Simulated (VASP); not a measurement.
An input for Quantum ESPRESSO's pw.x (written as the equivalent of a VASP run, and not itself run):

```
&CONTROL
  calculation = 'scf'
  pseudo_dir = './pseudo'
  outdir = './out'
  tprnfor = .true.
  tstress = .true.
/
&SYSTEM
  ibrav = 0
  nat = 2
  ntyp = 1
  ecutwfc = 82
  occupations = 'smearing'
  smearing = 'gaussian'
  degauss = 0.003675
  input_dft = 'pbe'
/
&ELECTRONS
  conv_thr = 7.3e-08
  electron_maxstep = 100
/
ATOMIC_SPECIES
  C 12.011 C.upf
CELL_PARAMETERS angstrom
     0.0000000    1.8191700    1.8191700
     1.8191700    0.0000000    1.8191700
     1.8191700    1.8191700    0.0000000
ATOMIC_POSITIONS crystal
  C    0.0000000  0.0000000  0.0000000
  C    0.2500000  0.2500000  0.2500000
K_POINTS automatic
  11 11 11 0 0 0
```

Task: Translate this input to VASP (INCAR, KPOINTS, POSCAR, choice of POTCAR).

Result: One answer among several that fit: 
POSCAR:
```
C
1
    0.0000000000     1.8191700000     1.8191700000
    1.8191700000     0.0000000000     1.8191700000
    1.8191700000     1.8191700000     0.0000000000
C
2
Direct
  0.0000000000   0.0000000000   0.0000000000
  0.2500000000   0.2500000000   0.2500000000
```

KPOINTS:
```
Automatic mesh
0
Gamma
11 11 11
0 0 0
```

### INCAR
```
! general
SYSTEM  =  C
PREC    =  Accurate
ENCUT   =  520   ! plane-wave cut-off (eV)
LREAL   =  .FALSE.   ! projection in real space or not
LASPH   =  .TRUE.   ! aspherical one-centre terms

! electronic loop
EDIFF   =  1E-6
NELM    =  100
ALGO    =  Normal

! smearing
ISMEAR  =  0   ! Gaussian
SIGMA   =  0.05   ! width (eV)

! functional
GGA     =  PE   ! PBE

! ions
ISIF    =  2

! output
LWAVE   =  .FALSE.
LCHARG  =  .FALSE.
```

POTCAR, in this order: C (PBE.64 set). Program: vasp_std.

What does not carry over: the potentials are each code's own (VASP's PAW set, PseudoDojo norm-conserving files in pw.x), so ENCUT and ecutwfc are chosen apart and not converted; conv_thr bounds pw.x's estimated SCF error, while EDIFF bounds the energy change between steps.

The compound is C in the diamond structure. The cell was not relaxed at this level.
